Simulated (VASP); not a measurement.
# GeCH₅I: harmonic vibrations of a molecule

GeCH₅I, molecule in box, 8 atoms in the cell. PBE, harmonic vibrations; PAW potentials C, Ge_d, I, H (PBE set).

## Input

INCAR.step1:
```
ALGO = Normal
EDIFF = 1E-8
EDIFFG = -0.002
ENCUT = 400
IBRION = 2
ISIF = 2
ISMEAR = 0
ISYM = 0
LASPH = True
LCHARG = False
LREAL = False
LWAVE = False
NELM = 100
NSW = 60
POTIM = 0.5
PREC = Accurate
SIGMA = 0.01
```

INCAR.step2, as INCAR.step1 but for:
```
- EDIFFG = -0.002
- IBRION = 2
- ISIF = 2
- NSW = 60
- POTIM = 0.5
+ IBRION = 5
+ NFREE = 2
+ NSW = 1
+ POTIM = 0.015
```

KPOINTS:
```
k-points
0
Gamma
  1 1 1
```

POSCAR.step1:
```
GeH5CI
1.0
   13.0000000000      0.0000000000      0.0000000000
    0.0000000000     13.0000000000      0.0000000000
    0.0000000000      0.0000000000     13.0000000000
C Ge I H
1 1 1 5
Direct
    0.4319807700      0.5791384600      0.4456500000
    0.5042038500      0.4510923100      0.4727884600
    0.6212807700      0.4782384600      0.6253807700
    0.4871423100      0.6399384600      0.4286576900
    0.3867576900      0.6011384600      0.5127192300
    0.3807192300      0.5692307700      0.3798500000
    0.5735730800      0.4185153800      0.3828576900
    0.4308115400      0.3632923100      0.5022192300
```

Commands (each step's output is kept before the next begins):
```
cat potpaw_PBE.64/C/POTCAR potpaw_PBE.64/Ge_d/POTCAR potpaw_PBE.64/I/POTCAR potpaw_PBE.64/H/POTCAR > POTCAR
cp INCAR.step1 INCAR
cp POSCAR.step1 POSCAR
mpirun -np 8 vasp_gam > vasp.out
cp CONTCAR POSCAR
cp INCAR.step2 INCAR
mpirun -np 8 vasp_gam > vasp.out
```

## Result

- Vibrations (cm⁻¹; a negative value is imaginary): 3094, 3077, 2990, 2085, 2071, 1414, 1405, 1220, 849, 846, 815, 662, 581, 579, 419, 230, 131, 123
- Zero-point energy (eV): 1.400
- Translations and rotations, which should read zero (cm⁻¹): -23, -8, -4, 1, 2, 7
- Vibrational entropy at 298 K (meV/K): 0.464
- Displaced cells: 48
- Ionic steps, all stages: 104
- Electronic steps, all stages: 1416

VASP 6.6.1 took 1313 s on 8 cores (Intel Xeon Platinum 8488C (Sapphire Rapids)), a shared host.
